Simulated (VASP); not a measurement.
Given:

```
CELL_PARAMETERS angstrom
      2.99119     0.00000     0.00000
      0.00000     2.99119     0.00000
      0.00000     0.00000     2.99119
ATOMIC_POSITIONS crystal
  Al 0.50000 0.50000 0.50000
  Ru 0.00000 0.00000 0.00000
```

The numbers are results of rev-vdW-DF2, VASP's PBE PAW potentials (set 64) (plane waves; VASP 6.6.1), not measurements. Numerical set-up: 520 eV cut-off, 14×14×14 Γ-centred mesh, tetrahedra with Blöchl corrections, potentials Al Ru_pv.

**Question.** Estimate the energy per atom (σ→0), band gap (on the k-mesh) with the smallest direct gap where there is one.

**Answer.** 
| Item | Result |
|---|---|
| band gap (on the k-mesh) | none (metal, semimetal or under 0.01 eV) |
| energy per atom (σ→0) | -5.264 eV/atom |

The compound is RuAl in the CsCl type structure. It was relaxed first. The electron count is odd and the run is not spin-polarised, which forces a metal.
